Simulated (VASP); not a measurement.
# The (1 0 0) face of CdAu in VASP, part 2 of 5

Wanted: how the (1 0 0) face of CdAu relaxes, and what it costs to take an electron out. The start is a cell from a database of measured crystal structures.

VASP 6.6.1, plane waves and PAW; the level of theory is named at each step.

So far. Step 2 (The bulk reference): Energy at zero smearing: -10.96840 eV.

### Step 3. Surface relaxation

This step: PBEsol; plane waves and PAW (Cd, Au) (VASP 6.6.1).

System of this step: CdAu. The cell holds 12 atoms: 6 Cd and 6 Au. Cell: a = 3.154 Å, b = 4.864 Å, c = 26.911 Å, α = 90.0°, β = 90.0°, γ = 90.0°. It derives from CdAu. The (1 0 0) slab of CdAu, cut from the database cell. Vacuum lies along c.

The free atoms relax, while those held by selective dynamics keep their cut positions.

Input file INCAR:

```
SYSTEM = CdAu
PREC = Normal
ENCUT = 300
EDIFF = 1E-05
NELM = 120
ISMEAR = 1
SIGMA = 0.1
LREAL = .FALSE.
ALGO = Fast
GGA = PS
NBANDS = 85
LORBIT = 11
LWAVE = .FALSE.
LCHARG = .FALSE.
KPAR = 2
IBRION = 2
NSW = 40
ISIF = 2
EDIFFG = -0.03
POTIM = 0.4
MAXMIX = 40
IDIPOL = 3
LDIPOL = .TRUE.
DIPOL = 0.5 0.5 0.5
```

Input file POSCAR:

```
CdAu
1.0
    3.1540000000      0.0000000000      0.0000000000
    0.0000000000      4.8644000000      0.0000000000
    0.0000000000      0.0000000000     26.9112500000
Cd Au
6 6
Selective dynamics
Direct
    0.0000000000      0.3120000000      0.2786938500  F F F
    0.0000000000      0.6880000000      0.3672163100  F F F
    0.0000000000      0.3120000000      0.4557387700  F F F
    0.0000000000      0.6880000000      0.5442612300  T T T
    0.0000000000      0.3120000000      0.6327836900  T T T
    0.0000000000      0.6880000000      0.7213061500  T T T
    0.5000000000      0.8120000000      0.2786938500  F F F
    0.5000000000      0.1880000000      0.3672163100  F F F
    0.5000000000      0.8120000000      0.4557387700  F F F
    0.5000000000      0.1880000000      0.5442612300  T T T
    0.5000000000      0.8120000000      0.6327836900  T T T
    0.5000000000      0.1880000000      0.7213061500  T T T
```

Input file KPOINTS:

```
Automatic mesh
0
Gamma
6 4 1
0 0 0
```

PAW data sets: Cd and Au (PBE family, release 64).

Command:

```sh
$ mpirun -np 2 vasp_std
```

The log of the run:

```text
[banner, memory and clock lines left out]
running    2 mpi-ranks, on    1 nodes
 distrk:  each k-point on    1 cores,    2 groups
 distr:  one band on    1 cores,    1 groups

 POSCAR found type information on POSCAR CdAu
 POSCAR found :  2 types and      12 ions
 [... a notice as in an earlier step ...]

 LDA part: xc-table for (Slater+PW92), standard interpolation
 POSCAR, INCAR and KPOINTS ok, starting setup
 FFT: planning ... GRIDC
 FFT: planning ... GRID_SOFT
 FFT: planning ... GRID
 WAVECAR not read
 entering main loop
       N       E                     dE             d eps       ncg     rms          rms(c)
DAV:   1     0.736863897956E+03    0.73686E+03   -0.51928E+04  2168   0.964E+02
DAV:   2    -0.429508745556E+01   -0.74116E+03   -0.71247E+03  2251   0.291E+02
DAV:   3    -0.335009384179E+02   -0.29206E+02   -0.28694E+02  2278   0.585E+01
DAV:   4    -0.338918508096E+02   -0.39091E+00   -0.38974E+00  2395   0.590E+00
DAV:   5    -0.338994209831E+02   -0.75702E-02   -0.75691E-02  2255   0.818E-01    0.200E+01
RMM:   6    -0.315962586157E+02    0.23032E+01   -0.70310E+00  2041   0.972E+00    0.137E+01
RMM:   7    -0.315668713336E+02    0.29387E-01   -0.12108E+00  2040   0.320E+00    0.581E+00
RMM:   8    -0.315943087981E+02   -0.27437E-01   -0.79162E-01  2041   0.242E+00    0.326E+00
RMM:   9    -0.313022606025E+02    0.29205E+00   -0.16668E-01  2044   0.126E+00    0.478E-01
RMM:  10    -0.313033943785E+02   -0.11338E-02   -0.11009E-02  2065   0.305E-01    0.275E-01
RMM:  11    -0.313035977066E+02   -0.20333E-03   -0.18726E-03  2070   0.120E-01    0.256E-01
RMM:  12    -0.313025027736E+02    0.10949E-02   -0.62504E-04  2040   0.801E-02    0.853E-02
RMM:  13    -0.313024869987E+02    0.15775E-04   -0.14502E-04  1877   0.347E-02    0.178E-02
RMM:  14    -0.313024992681E+02   -0.12269E-04   -0.31132E-05  1429   0.152E-02    0.762E-03
RMM:  15    -0.313025095420E+02   -0.10274E-04   -0.78845E-06  1219   0.711E-03    0.420E-03
RMM:  16    -0.313025130255E+02   -0.34835E-05   -0.26004E-06   938   0.424E-03
   1 F= -.31302513E+02 E0= -.31301407E+02  d E =-.313025E+02
 curvature:   0.00 expect dE= 0.000E+00 dE for cont linesearch  0.000E+00
 trial: gam= 0.00000 g(F)=  0.119E-01 g(S)=  0.000E+00 ort = 0.000E+00 (trialstep = 0.100E+01)
 search vector abs. value=  0.119E-01
 bond charge predicted
       N       E                     dE             d eps       ncg     rms          rms(c)
DAV:   1    -0.313107009886E+02   -0.81914E-02   -0.43242E+00  2155   0.665E+00    0.162E-01
RMM:   2    -0.313124093579E+02   -0.17084E-02   -0.19103E-02  2041   0.556E-01    0.676E-02
RMM:   3    -0.313126322553E+02   -0.22290E-03   -0.23883E-03  2076   0.190E-01    0.467E-02
RMM:   4    -0.313126310026E+02    0.12527E-05   -0.35582E-04  2027   0.721E-02    0.316E-02
RMM:   5    -0.313126361826E+02   -0.51800E-05   -0.93219E-05  1994   0.363E-02
   2 F= -.31312636E+02 E0= -.31311639E+02  d E =-.101232E-01
[... from here on, the cycles between the ionic steps are left out ...]
   3 F= -.31318723E+02 E0= -.31317802E+02  d E =-.162095E-01
   4 F= -.31322700E+02 E0= -.31321909E+02  d E =-.201874E-01
   5 F= -.31322741E+02 E0= -.31321925E+02  d E =-.202283E-01
   6 F= -.31322794E+02 E0= -.31321990E+02  d E =-.202806E-01
   7 F= -.31329318E+02 E0= -.31328426E+02  d E =-.652462E-02
   8 F= -.31337666E+02 E0= -.31336586E+02  d E =-.148720E-01
   9 F= -.31338243E+02 E0= -.31337138E+02  d E =-.154495E-01
  10 F= -.31338214E+02 E0= -.31337114E+02  d E =-.154209E-01
  11 F= -.31339842E+02 E0= -.31338801E+02  d E =-.162739E-02
  12 F= -.31342605E+02 E0= -.31341716E+02  d E =-.439046E-02
  13 F= -.31343964E+02 E0= -.31343072E+02  d E =-.135898E-02
  14 F= -.31344000E+02 E0= -.31343109E+02  d E =-.139497E-02
  15 F= -.31344059E+02 E0= -.31343168E+02  d E =-.145383E-02
  16 F= -.31344033E+02 E0= -.31343142E+02  d E =-.142756E-02
  17 F= -.31344052E+02 E0= -.31343161E+02  d E =-.144684E-02
 curvature:  -0.05 expect dE=-0.103E-04 dE for cont linesearch -0.784E-07
 trial: gam= 0.72356 g(F)=  0.213E-03 g(S)=  0.000E+00 ort = 0.336E-04 (trialstep = 0.421E+01)
 search vector abs. value=  0.624E-03
 bond charge predicted
       N       E                     dE             d eps       ncg     rms          rms(c)
DAV:   1    -0.313431220289E+02    0.92548E-03   -0.32438E+00  2040   0.561E+00    0.106E-01
RMM:   2    -0.313448473891E+02   -0.17254E-02   -0.14767E-02  2036   0.525E-01    0.897E-02
RMM:   3    -0.313450464726E+02   -0.19908E-03   -0.19929E-03  2056   0.174E-01    0.836E-02
RMM:   4    -0.313451318877E+02   -0.85415E-04   -0.37035E-04  2053   0.651E-02    0.926E-02
RMM:   5    -0.313450256901E+02    0.10620E-03   -0.23734E-04  1931   0.473E-02    0.494E-02
RMM:   6    -0.313449998224E+02    0.25868E-04   -0.11329E-04  1769   0.339E-02    0.246E-02
RMM:   7    -0.313449997042E+02    0.11815E-06   -0.26791E-05  1357   0.169E-02
  18 F= -.31345000E+02 E0= -.31344124E+02  d E =-.947903E-03
 trial-energy change:   -0.000948  1 .order   -0.000738   -0.001000   -0.000477
 step:   5.1799(harm=  8.0482)  dis= 0.01117  next Energy=   -31.345057 (dE=-0.101E-02)
 reached required accuracy - stopping structural energy minimisation
```

The job ended after 14 min (2 MPI ranks of AMD EPYC 7R43, shared host; peak memory 0.54 GiB; 28 min of CPU time).

From OUTCAR (step 3):

```text
  LATTYP: Found a simple orthorhombic cell.
 ALAT       =     3.1540000000
 B/A-ratio  =     1.5422954978
 C/A-ratio  =     8.5324191503

 Subroutine GETGRP returns: Found  4 space group operations
 (whereof  4 operations were pure point group operations)

The static configuration has the point symmetry C_2h.

 Found     12 irreducible k-points:

   k-points           NKPTS =     12   k-points in BZ     NKDIM =     12   number of bands    NBANDS=     85

   dimension x,y,z NGX =    14 NGY =   24 NGZ =  120
   dimension x,y,z NGXF=    28 NGYF=   48 NGZF=  240

   ENCUT  =  300.0 eV  22.05 Ry    4.70 a.u.   4.45  6.87 38.01*2*pi/ulx,y,z

   NELECT =     138.0000    total number of electrons

 dipolmoment           0.000000      0.000000     -0.006331 electrons x Angstroem

 E-fermi :   1.0481

 k-point     1 :       0.0000    0.0000    0.0000
  band No.  band energies     occupation
    ...
     65      -2.0251      2.00000
     66      -0.7557      2.00000
     67      -0.2464      2.00000
     68       0.1038      2.00000
     69       0.3784      2.00000
     70       1.1040      0.19808
     71       1.4338     -0.00000
     72       1.6978     -0.00000
     73       1.8552     -0.00000
     74       3.6352      0.00000
    ...

 k-point     2 :       0.1667    0.0000    0.0000
  band No.  band energies     occupation
    ...
     64      -2.1708      2.00000
     65      -1.6768      2.00000
     66      -0.1961      2.00000
     67       0.7995      2.00247
     68       1.0754      0.55626
     69       1.4435     -0.00000
     70       1.7681     -0.00000
     71       1.9950     -0.00000
     72       2.3703     -0.00000
     73       2.5138     -0.00000
    ...

  Total       -6.3101409     -4.3588497      0.2944068      0.0000000      0.2126114      0.0000000
  in kB      -24.4863919    -16.9144404      1.1424405      0.0000000      0.8250349      0.0000000
  external PRESSURE =     -13.4194639 kB  Pullay stress =       0.0000000 kB

  energy-cutoff  :      300.00
  volume of cell :      412.88
      direct lattice vectors                 reciprocal lattice vectors
     3.154000000  0.000000000  0.000000000     0.317057705  0.000000000  0.000000000
     0.000000000  4.864400000  0.000000000     0.000000000  0.205575199  0.000000000
     0.000000000  0.000000000 26.911250000     0.000000000  0.000000000  0.037159181

 POSITION                                       TOTAL-FORCE (eV/Angst)
 -----------------------------------------------------------------------------------
      0.00000      1.51769      7.50000         0.000000     -0.080174     -0.315270
      0.00000      3.34671      9.88225         0.000000      0.274126      0.011418
      0.00000      1.51769     12.26450         0.000000     -0.218622      0.066238
      0.00000      3.44081     14.64509         0.000000     -0.003892      0.000948
      0.00000      1.43148     17.02046         0.000000     -0.022663      0.000470
      0.00000      3.40029     19.51917         0.000000      0.026170      0.011031
      1.57700      3.94989      7.50000         0.000000     -0.048166      0.120111
      1.57700      0.91451      9.88225         0.000000     -0.044536      0.150551
      1.57700      3.94989     12.26450         0.000000      0.092271     -0.078244
      1.57700      0.97173     14.64504         0.000000      0.022567      0.008568
      1.57700      3.87297     17.03811         0.000000      0.013984      0.012057
      1.57700      0.97026     19.36881         0.000000     -0.011065      0.012123
 -----------------------------------------------------------------------------------
    total drift:                               -0.000000     -0.010157     -0.018214

  FREE ENERGIE OF THE ION-ELECTRON SYSTEM (eV)
  ---------------------------------------------------
  free  energy   TOTEN  =       -31.3449997042 eV

  energy  without entropy=      -31.3423734836  energy(sigma->0) =      -31.34412430

 reached required accuracy - stopping structural energy minimisation

 vacuum level on the upper side and lower side of the slab         5.524         5.639

 total charge
# of ion       s       p       d       tot
------------------------------------------
    1        0.499   0.287   9.481  10.267
    2        0.466   0.346   9.489  10.300
    3        0.464   0.352   9.487  10.303
    4        0.462   0.353   9.488  10.303
    5        0.463   0.347   9.490  10.300
    6        0.498   0.271   9.482  10.252
    7        0.606   0.258   8.728   9.592
    8        0.606   0.327   8.724   9.657
    9        0.602   0.342   8.715   9.659
   10        0.603   0.339   8.717   9.660
   11        0.605   0.315   8.726   9.645
   12        0.606   0.265   8.725   9.596
--------------------------------------------------
tot          6.481   3.803 109.251 119.535

[... 7 further parts left out ...]
```

The run keeps the 2 symmetry operations of its start, so it cannot find a distortion of lower symmetry.

The steps of the relaxation:

| step | energy less that of the first step (eV) | largest force (eV/Å) |
| --- | --- | --- |
| 1 | 0.0000 | 0.3187 |
| 2 | -0.0101 | 0.2397 |
| 3 | -0.0162 | 0.1933 |
| 4 | -0.0202 | 0.2332 |
| 5 | -0.0202 | 0.1890 |
| 6 | -0.0203 | 0.2124 |
| 7 | -0.0268 | 0.1733 |
| 8 | -0.0352 | 0.0719 |
| 9 | -0.0357 | 0.0745 |
| 10 | -0.0357 | 0.0752 |
| 11 | -0.0373 | 0.0592 |
| 12 | -0.0401 | 0.0587 |
| 13 | -0.0415 | 0.0358 |
| 14 | -0.0415 | 0.0396 |
| 15 | -0.0415 | 0.0462 |
| 16 | -0.0415 | 0.0486 |
| 17 | -0.0415 | 0.0463 |
| 18 | -0.0425 | 0.0284 |

The atoms that moved most (Å):

| atom | dx | dy | dz | length |
| --- | --- | --- | --- | --- |
| Cd6 | 0.000 | 0.054 | 0.108 | 0.120 |
| Cd4 | 0.000 | 0.094 | -0.002 | 0.094 |
| Cd5 | 0.000 | -0.086 | -0.009 | 0.087 |
| Au11 | 0.000 | -0.077 | 0.009 | 0.077 |
| Au12 | 0.000 | 0.056 | -0.042 | 0.070 |
| Au10 | 0.000 | 0.057 | -0.002 | 0.057 |

The relaxed structure:

```xyz
12
Lattice="3.1540 0.0000 0.0000 0.0000 4.8644 0.0000 0.0000 0.0000 26.9112" Properties=species:S:1:pos:R:3
Cd    0.0000    1.5177    7.5000
Cd    0.0000    3.3467    9.8822
Cd    0.0000    1.5177   12.2645
Cd    0.0000    3.4408   14.6451
Cd    0.0000    1.4315   17.0205
Cd    0.0000    3.4003   19.5192
Au    1.5770    3.9499    7.5000
Au    1.5770    0.9145    9.8822
Au    1.5770    3.9499   12.2645
Au    1.5770    0.9717   14.6450
Au    1.5770    3.8730   17.0381
Au    1.5770    0.9703   19.3688
```

Numbers from this step:

```yaml
electronic_cycles: 110
electrons: 138
free_energy_toten: -31.34 eV
energy_at_zero_smearing: -31.34 eV
fermi_energy: 1.048 eV
dipole_moment: 0, 0, -0.006331 e·Å
```

The run ended after 18 ionic steps, 0.042 eV below its first step, once the forces on the free atoms met EDIFFG = -0.03.

Only the dipole across the slab is computed (IDIPOL = 3); zeros along the plane are no results.

### Step 4. Vacuum level and density of states

A static run writes the electrostatic potential without exchange and correlation (LVHAR), which is flat in the vacuum and gives the level to count from. The dipole correction cancels the field that unlike faces would set up across the vacuum.

Input file INCAR:

```
SYSTEM = CdAu
PREC = Normal
ENCUT = 300
EDIFF = 1E-06
NELM = 120
ISMEAR = 1
SIGMA = 0.1
LREAL = .FALSE.
ALGO = Fast
GGA = PS
NBANDS = 101
LORBIT = 11
LWAVE = .TRUE.
LCHARG = .TRUE.
IDIPOL = 3
LDIPOL = .TRUE.
DIPOL = 0.5 0.5 0.5
LVHAR = .TRUE.
LVACPOTAV = .TRUE.
LELF = .TRUE.
NEDOS = 1500
```

Input file POSCAR:

```
CdAu
1.0
    3.1540000000      0.0000000000      0.0000000000
    0.0000000000      4.8644000000      0.0000000000
    0.0000000000      0.0000000000     26.9112500000
Cd Au
6 6
Direct
    0.0000000000      0.3120000000      0.2786938500
    0.0000000000      0.6880000000      0.3672163100
    0.0000000000      0.3120000000      0.4557387700
    0.0000000000      0.7073454369      0.5441995068
    0.0000000000      0.2942775217      0.6324664963
    0.0000000000      0.6990143113      0.7253163562
    0.5000000000      0.8120000000      0.2786938500
    0.5000000000      0.1880000000      0.3672163100
    0.5000000000      0.8120000000      0.4557387700
    0.5000000000      0.1997626638      0.5441975540
    0.5000000000      0.7961866974      0.6331221375
    0.5000000000      0.1994623807      0.7197289409
```

KPOINTS is that of step 3.

Input file KPOINTS_OPT:

```
Line mode
14
Line-mode
Reciprocal
  0.00000000   0.00000000   0.00000000 GAMMA
  0.50000000   0.00000000   0.00000000 X

  0.50000000   0.00000000   0.00000000 X
  0.50000000   0.50000000   0.00000000 S

  0.50000000   0.50000000   0.00000000 S
  0.00000000   0.50000000   0.00000000 Y

  0.00000000   0.50000000   0.00000000 Y
  0.00000000   0.00000000   0.00000000 GAMMA

  0.00000000   0.00000000   0.00000000 GAMMA
  0.50000000   0.50000000   0.00000000 S
```

Command:

```sh
$ mpirun -np 2 vasp_std
```

The log of the run:

```text
[banner, memory and clock lines left out]
running    2 mpi-ranks, on    1 nodes
 distrk:  each k-point on    2 cores,    1 groups
 distr:  one band on    1 cores,    2 groups

 POSCAR found type information on POSCAR CdAu
 POSCAR found :  2 types and      12 ions
 [... a notice as in an earlier step ...]

 LDA part: xc-table for (Slater+PW92), standard interpolation
|                                                                             |
|           W    W    AA    RRRRR   N    N  II  N    N   GGGG   !!!           |
|           W    W   A  A   R    R  NN   N  II  NN   N  G    G  !!!           |
|           W    W  A    A  R    R  N N  N  II  N N  N  G       !!!           |
|           W WW W  AAAAAA  RRRRR   N  N N  II  N  N N  G  GGG   !            |
|           WW  WW  A    A  R   R   N   NN  II  N   NN  G    G                |
|           W    W  A    A  R    R  N    N  II  N    N   GGGG   !!!           |
|                                                                             |
|     The number of bands has been changed from the values supplied in        |
|     The orbitals not found in the WAVECAR file will be initialized with     |
|     random numbers, which is usually adequate. For correlated               |
|     calculations, however, you should redo the groundstate calculation.     |
|     I found NBANDS = 101. Now, NBANDS = 102.                                |
|                                                                             |

 POSCAR, INCAR and KPOINTS ok, starting setup
 FFT: planning ... GRIDC
 FFT: planning ... GRID_SOFT
 FFT: planning ... GRID
 WAVECAR not read
 entering main loop
       N       E                     dE             d eps       ncg     rms          rms(c)
DAV:   1     0.718828683488E+03    0.71883E+03   -0.50788E+04  2624   0.803E+02
DAV:   2    -0.973738489181E+01   -0.72857E+03   -0.69874E+03  2676   0.256E+02
DAV:   3    -0.337185595388E+02   -0.23981E+02   -0.23705E+02  2768   0.490E+01
DAV:   4    -0.339297799379E+02   -0.21122E+00   -0.21112E+00  2882   0.417E+00
DAV:   5    -0.339339178264E+02   -0.41379E-02   -0.41378E-02  2776   0.568E-01    0.199E+01
RMM:   6    -0.316575013493E+02    0.22764E+01   -0.58539E+00  2648   0.764E+00    0.135E+01
RMM:   7    -0.317718679390E+02   -0.11437E+00   -0.82006E-01  2771   0.243E+00    0.599E+00
RMM:   8    -0.378195434685E+02   -0.60477E+01   -0.12831E+00  2993   0.245E+00    0.961E+00
RMM:   9    -0.324268794136E+02    0.53927E+01   -0.11454E+00  3028   0.226E+00    0.405E+00
RMM:  10    -0.313742400448E+02    0.10526E+01   -0.21294E-01  2867   0.111E+00    0.128E+00
RMM:  11    -0.313550506479E+02    0.19189E-01   -0.19347E-02  2751   0.366E-01    0.600E-01
RMM:  12    -0.313465932967E+02    0.84574E-02   -0.52472E-03  2792   0.174E-01    0.287E-01
RMM:  13    -0.313452186333E+02    0.13747E-02   -0.12148E-03  2881   0.796E-02    0.170E-01
RMM:  14    -0.313449965227E+02    0.22211E-03   -0.99512E-04  2954   0.757E-02    0.368E-02
RMM:  15    -0.313449972706E+02   -0.74781E-06   -0.61123E-05  2938   0.220E-02    0.271E-02
RMM:  16    -0.313449816520E+02    0.15619E-04   -0.16243E-05  2865   0.106E-02    0.108E-02
RMM:  17    -0.313449835647E+02   -0.19127E-05   -0.13959E-05  2685   0.949E-03    0.636E-03
RMM:  18    -0.313449838771E+02   -0.31247E-06   -0.17825E-06  2165   0.348E-03
|                                                                             |
|           W    W    AA    RRRRR   N    N  II  N    N   GGGG   !!!           |
|           W    W   A  A   R    R  NN   N  II  NN   N  G    G  !!!           |
|           W    W  A    A  R    R  N N  N  II  N N  N  G       !!!           |
|           W WW W  AAAAAA  RRRRR   N  N N  II  N  N N  G  GGG   !            |
|           WW  WW  A    A  R   R   N   NN  II  N   NN  G    G                |
|           W    W  A    A  R    R  N    N  II  N    N   GGGG   !!!           |
|                                                                             |
|     Did not find any points to average over, which means that no vacuum     |
|     field-free region was found. Please increase the size of  your cell     |
|     in the dimension of the dipole correction to obtain accurate            |
|     workfunction values.                                                    |
|                                                                             |

   1 F= -.31344984E+02 E0= -.31344113E+02  d E =-.261262E-02
 Start KPOINTS_OPT (optional k-point list driver)
k-point batch [1-12\70]
       N       E                     dE             ncg
DAV:   1     0.580241262681E+03   -0.15936E+05     2664
DAV:   2    -0.815621880323E+04   -0.87365E+04     2694
DAV:   3    -0.842987180143E+04   -0.27365E+03     2728
DAV:   4    -0.843259103980E+04   -0.27192E+01     2920
DAV:   5    -0.843265305258E+04   -0.62013E-01     2746
DAV:   6    -0.843265541000E+04   -0.23574E-02     2968
DAV:   7    -0.843265549794E+04   -0.87938E-04     2754
DAV:   8    -0.843265550197E+04   -0.40254E-05     2248
DAV:   9    -0.843265550222E+04   -0.25195E-06     1666
[...]
k-point batch [61-70\70]
       N       E                     dE             ncg
DAV:   1     0.100380912973E+04   -0.27058E+05     2224
DAV:   2    -0.615007740647E+04   -0.71539E+04     2236
DAV:   3    -0.638372597749E+04   -0.23365E+03     2296
DAV:   4    -0.638600427476E+04   -0.22783E+01     2392
DAV:   5    -0.638606246657E+04   -0.58192E-01     2268
DAV:   6    -0.638606485350E+04   -0.23869E-02     2432
DAV:   7    -0.638606493552E+04   -0.82013E-04     2276
DAV:   8    -0.638606493879E+04   -0.32725E-05     1832
DAV:   9    -0.638606493904E+04   -0.24992E-06     1364
 writing wavefunctions
```

Wall time 6.4 min (2 MPI ranks); peak memory 0.53 GiB.

(Part 2 of 5 ends here.)

[Lines on the potential files, build, host, timing and source positions are cut from VASP's logs without a mark.]

[Logs are printed without paths, hosts, clocks, repeated set-up lines and the standing remarks that a program may print on its own settings, such as how far it seeks lower states.]

[Hosts, paths, dates, database ids (printed as entryN), source tags and the programs' standing remarks are cut or masked in the printed files.]

[In band tables of VASP the shares of atoms and orbitals are scaled to a sum of 1 inside the atoms' spheres.]

[Runs that stopped without an error message from VASP are left out.]
